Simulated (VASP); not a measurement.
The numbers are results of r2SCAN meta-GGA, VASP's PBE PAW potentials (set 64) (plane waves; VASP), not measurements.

VASP ran on this input.

KPOINTS:
```
Automatic mesh
0
Gamma
15 15 8
0 0 0
```

POSCAR:
```
Hf
1.0
  3.1919659488   0.0000000000   0.0000000000
 -1.5959829744   2.7643235615   0.0000000000
  0.0000000000   0.0000000000   5.0417518227
Hf
2
direct
  0.6666670000   0.3333330000   0.7500000000
  0.3333330000   0.6666670000   0.2500000000
```

**INCAR**
```
# general
SYSTEM   =  Hf
PREC     =  Normal
ENCUT    =  400
LREAL    =  .FALSE.
LASPH    =  .TRUE.

# electronic loop
EDIFF    =  1E-5   # SCF stop (eV)
NELM     =  100
NELMIN   =  4
ALGO     =  Normal   # blocked Davidson
LMAXMIX  =  6   # l cut-off of mixed one-centre charges
LMIXTAU  =  .TRUE.

# smearing
ISMEAR   =  1   # Methfessel-Paxton
SIGMA    =  0.1   # width (eV)

# functional
METAGGA  =  R2SCAN

# ions
IBRION   =  2   # conjugate gradients
NSW      =  20
ISIF     =  2   # forces and stress, cell fixed
EDIFFG   =  -0.03   # ionic stop

# output
LWAVE    =  .FALSE.
LCHARG   =  .FALSE.
```

POTCAR, in this order: Hf_pv (PBE.64 set). Program: vasp_std.

Task: What will the output report for the number of irreducible k-points (NKPTS), largest plane-wave count, number of space-group operations, FFT grid (NGX, NGY, NGZ)?

Result: 
```
Property                                      Result
--------------------------------------  ------------
number of irreducible k-points (NKPTS)           135
largest plane-wave count                         821
number of space-group operations                  24
FFT grid (NGX, NGY, NGZ)                16 × 16 × 28
```

The compound is Hf in the hcp structure. It was relaxed first.
